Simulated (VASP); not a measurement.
Write the native input for VASP 6.6.1 that does the following.

| Item | Value |
| --- | --- |
| Task | single point |
| Functional | PBE |
| Potentials or basis | VASP PAW PBE potentials, release 64 (Si, Sn_d) |
| Cutoff | 520 eV |
| k mesh | 10 × 10 × 10 |
| Occupations | fermi-dirac, width 0.15 eV |
| Spin | no spin polarisation |
| Dipole correction | no |
| Further INCAR settings | ALGO = Fast; EDIFF = 1e-07; NBANDS = 23 |

The structure of SiSn2 lies in POSCAR:

```
SiSn2
1.0
    0.0000000000      3.4085000000      3.4085000000
    3.4085000000      0.0000000000      3.4085000000
    3.4085000000      3.4085000000      0.0000000000
Si Sn
1 2
Direct
    0.0000000000      0.0000000000      0.0000000000
    0.2500000000      0.2500000000      0.2500000000
    0.7500000000      0.7500000000      0.7500000000
```

The cell comes from a database or a generator and needn't be the stable form of this composition.

These files were run (other wordings do the same):

INCAR

```
ALGO = Fast
EDIFF = 1E-7
ENCUT = 520
GGA = PE
ISIF = 2
ISMEAR = -1
LASPH = True
LCHARG = False
LREAL = False
LWAVE = False
NBANDS = 23
NELM = 80
PREC = Accurate
SIGMA = 0.15
```

KPOINTS

```
k-points
0
Gamma
  10 10 10
```

Potentials or basis: VASP PAW PBE potentials, release 64 (Si, Sn_d).

Run with:

```console
$ cat potpaw_PBE.64/Si/POTCAR potpaw_PBE.64/Sn_d/POTCAR > POTCAR
$ mpirun -np 1 vasp_std > vasp.out
```

It gave:

| Quantity | Value |
| --- | --- |
| Pressure | 0.2 GPa |
| Band gap on the k mesh | none (metal or under the smearing width) |

Wall time 75 s on 1 thread of Intel(R) Xeon(R) Platinum 8259CL CPU @ 2.50GHz (Skylake/Cascade Lake) (shared host), peak memory 0.24 GiB.
